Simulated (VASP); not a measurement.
Here is the system:

```
CELL_PARAMETERS angstrom
      4.23444     0.00000     0.00000
      0.00000     4.23444     0.00000
      0.00000     0.00000     4.23444
ATOMIC_POSITIONS crystal
  Ba 0.00000 0.00000 0.00000
  Zr 0.50000 0.50000 0.50000
  O  0.50000 0.00000 0.50000
  O  0.00000 0.50000 0.50000
  O  0.50000 0.50000 0.00000
```

Method: PW91 GGA, VASP's PBE PAW potentials (set 64) (plane waves; VASP). Settings: 520 eV cut-off, 6×6×6 Γ-centred mesh, tetrahedra with Blöchl corrections, potentials Ba_sv Zr_sv O.

The cores are frozen, which limits the accuracy of field gradients.

Problem. Give the principal components of the electric field gradient (V/Å²) and the asymmetry η at each nucleus.

Solution. 
```json
[
 {"atom": "Ba1", "Vxx": "0.0", "Vyy": "0.0", "Vzz": "0.0", "η": "-"},
 {"atom": "Zr2", "Vxx": "0.0", "Vyy": "0.0", "Vzz": "0.0", "η": "-"},
 {"atom": "O3", "Vxx": "5.9", "Vyy": "5.9", "Vzz": "-11.8", "η": "0.00"},
 {"atom": "O4", "Vxx": "5.9", "Vyy": "5.9", "Vzz": "-11.8", "η": "0.00"},
 {"atom": "O5", "Vxx": "5.9", "Vyy": "5.9", "Vzz": "-11.8", "η": "0.00"}
]
```

The compound is BaZrO3 in the cubic perovskite structure. It was relaxed first.
